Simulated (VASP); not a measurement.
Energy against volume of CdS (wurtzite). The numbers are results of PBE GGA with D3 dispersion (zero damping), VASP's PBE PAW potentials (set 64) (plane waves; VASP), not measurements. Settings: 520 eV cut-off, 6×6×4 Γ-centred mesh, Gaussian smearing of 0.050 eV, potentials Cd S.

Shape and ions are relaxed at each volume.

```tsv
V (Å³/atom)	E (eV/atom)
24.494	-3.31676
25.252	-3.32136
26.009	-3.31750
26.767	-3.30655
```

### Question
Fit these four points and predict the energy of the run at 23.737 Å³/atom.

### Answer
A cubic in V^(−2/3), the third-order Birch-Murnaghan form, passes through the four points with V0 = 25.26 Å³/atom and B0 = 59 GPa, and gives -3.3021 eV/atom there. The run gave -3.3021 eV/atom, -0.0 meV/atom from the fit; all five points give B0 = 59 GPa.

The compound is CdS in the wurtzite structure. It was relaxed first.
